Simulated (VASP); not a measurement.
Input of a VASP 6.6.1 run:

INCAR

```
SYSTEM = MnGe23
PREC = Accurate
ENCUT = 350
EDIFF = 1E-5
ISMEAR = 0
SIGMA = 0.03
LREAL = Auto
LASPH = .TRUE.
NELM = 120
ALGO = Normal
ISIF = 2
LWAVE = .FALSE.
LCHARG = .FALSE.
ISPIN = 2
MAGMOM = 1 0 0 0 0 0 0 0 0 0 0 0 0 0 0 0 0 0 0 0 0 0 0 0
LORBIT = 11
LMAXMIX = 4
LDAU = .TRUE.
LDAUTYPE = 2
LDAUL = 2 -1
LDAUU = 3.5 0
LDAUJ = 0 0
LDAUPRINT = 1
GGA = PS
KPAR = 2
```

File KPOINTS:

```
Automatic mesh
0
G
  2 2 2
  0 0 0
```

File POSCAR:

```
MnGe23
1.0
    0.0000000000      8.4863100000      8.4863100000
    5.6575400000      0.0000000000      5.6575400000
    5.6575400000      5.6575400000      0.0000000000
Mn Ge
1 23
Direct
    0.0000000000      0.0000000000      0.0000000000
    0.0000000000      0.0000000000      0.5000000000
    0.0000000000      0.5000000000      0.0000000000
    0.0000000000      0.5000000000      0.5000000000
    0.3333330000      0.0000000000      0.0000000000
    0.3333330000      0.0000000000      0.5000000000
    0.3333330000      0.5000000000      0.0000000000
    0.3333330000      0.5000000000      0.5000000000
    0.6666670000      0.0000000000      0.0000000000
    0.6666670000      0.0000000000      0.5000000000
    0.6666670000      0.5000000000      0.0000000000
    0.6666670000      0.5000000000      0.5000000000
    0.0833333333      0.1250000000      0.1250000000
    0.0833333333      0.1250000000      0.6250000000
    0.0833333333      0.6250000000      0.1250000000
    0.0833333333      0.6250000000      0.6250000000
    0.4166663333      0.1250000000      0.1250000000
    0.4166663333      0.1250000000      0.6250000000
    0.4166663333      0.6250000000      0.1250000000
    0.4166663333      0.6250000000      0.6250000000
    0.7500003333      0.1250000000      0.1250000000
    0.7500003333      0.1250000000      0.6250000000
    0.7500003333      0.6250000000      0.1250000000
    0.7500003333      0.6250000000      0.6250000000
```

Potentials or basis: VASP PAW PBE potentials, release 64 (Mn_pv, Ge_d).

The run is started by

```sh
$ cat potpaw_PBE.64/Mn_pv/POTCAR potpaw_PBE.64/Ge_d/POTCAR > POTCAR
$ mpirun -np 4 vasp_std > vasp.out
```

(1) What does it give for the net moment?

(2) What does it give for the band gap on the k mesh?

(3) What does it give for the site moments?

## Answers

(1) 3.75 μB per cell.

(2) none (metal or under the smearing width).

(3) Mn +4.04; Ge -0.01, +0.00, +0.01, -0.12, -0.06 μB.

Caveat: the k mesh is coarse (spacing up to 0.48 Å⁻¹), so the values aren't converged; the U is typed as a test and isn't derived for this compound.
